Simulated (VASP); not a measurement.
Consider the following.

```xyz
2
Lattice="0.0000 2.2623 2.2623 2.2623 0.0000 2.2623 2.2623 2.2623 0.0000" Properties=species:S:1:pos:R:3 pbc="T T T"
B      0.0000     0.0000     0.0000
P      1.1311     1.1311     1.1311
```

Calculation: RPBE GGA, VASP's PBE PAW potentials (set 64) (plane waves; VASP). Settings: 520 eV cut-off, 10×10×10 Γ-centred mesh, Gaussian smearing of 0.050 eV, potentials B P.

### Question
Give the stress tensor in GPa (positive for a compressed cell).

### Answer

```
5.02  0.00  0.00
0.00  5.02  0.00
0.00  0.00  5.02
```
The pressure is its mean diagonal, 5.02 GPa.

The compound is BP in the zinc blende structure. This cell is one point of a volume scan, at 0.97 of the reference volume.
